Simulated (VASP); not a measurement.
Given:

```
CELL_PARAMETERS angstrom
      4.56706     0.00000     0.00000
      0.00000     4.56706     0.00000
      0.00000     0.00000     4.56706
ATOMIC_POSITIONS crystal
  Cs 0.00000 0.00000 0.00000
  I  0.50000 0.50000 0.50000
```

These are MS2 meta-GGA, VASP's PBE PAW potentials (set 64) (plane waves; VASP) values and carry that method's errors. Run with 520 eV cut-off, 6×6×6 Γ-centred mesh, Gaussian smearing of 0.050 eV, potentials Cs_sv I.

Unless said otherwise, spin-orbit coupling is left out, though it shifts the bands of the heavy elements here.

Problem. What does the run give for the energy per atom (σ→0), band gap (on the k-mesh) with the smallest direct gap where there is one?

Solution. 
band gap (on the k-mesh): 4.59 eV
smallest direct gap (on the k-mesh): 4.68 eV
energy per atom (σ→0): 2.166 eV/atom

Only differences to runs with the same potentials and settings are physical.

The compound is CsI in the CsCl type structure. This cell is one point of a volume scan, at 0.97 of the reference volume.
